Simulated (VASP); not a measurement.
Calculation: PBE GGA, VASP's PBE PAW potentials (set 64) (plane waves; VASP).

VASP ran on this input.

### INCAR
```
SYSTEM  =  Ag
PREC  =  Accurate; ENCUT  =  500; LREAL  =  .FALSE.
LASPH  =  .TRUE.
EDIFF  =  1E-6; NELM  =  100; ALGO  =  Normal
LMAXMIX  =  4
ISMEAR  =  1; SIGMA  =  0.1
GGA  =  PE
IBRION  =  2; NSW  =  40; ISIF  =  3
EDIFFG  =  -0.02; PSTRESS  =  200
LWAVE  =  .FALSE.; LCHARG  =  .FALSE.
```

**KPOINTS**
```
Automatic mesh
0
Gamma
16 16 16
0 0 0
```

File POSCAR:
```
Ag
1
    0.0000000000     2.0141620017     2.0141620017
    2.0141620017     0.0000000000     2.0141620017
    2.0141620017     2.0141620017     0.0000000000
Ag
1
Direct
  0.0000000000   0.0000000000   0.0000000000
```

POTCAR, in this order: Ag (PBE.64 set). Program: vasp_std.

Energy and stress use the plane-wave basis of the starting cell.

### Question
Predict the energy per atom (σ→0), volume per atom, band gap (on the k-mesh).

### Answer

```
Quantity                                                     Value
------------------------  ----------------------------------------
energy per atom (σ→0)                               -2.590 eV/atom
band gap (on the k-mesh)  none (metal, semimetal or under 0.01 eV)
volume per atom                                     15.42 Å^3/atom
```

### OSZICAR
```
...
DAV:   7    -0.259297118367E+01   -0.18838E-06   -0.61181E-07  1679   0.920E-03
   3 F= -.66614348E+00 E0= -.66594289E+00  d E =-.301932E-01
       N       E                     dE             d eps       ncg     rms          rms(c)
DAV:   1    -0.259089119723E+01    0.20798E-02   -0.39672E-03  2642   0.789E-01    0.912E-02
DAV:   2    -0.259068835808E+01    0.20284E-03   -0.83298E-04  2629   0.321E-01    0.307E-02
DAV:   3    -0.259068336100E+01    0.49971E-05   -0.16236E-05  2641   0.411E-02    0.201E-02
DAV:   4    -0.259068386470E+01   -0.50370E-06   -0.19757E-06  2751   0.136E-02
   4 F= -.66616111E+00 E0= -.66596334E+00  d E =-.302108E-01
```

The compound is Ag in the fcc structure. This run relaxes it under an external pressure of 20 GPa. Symmetry was kept, so distortions that lower it aren't found.
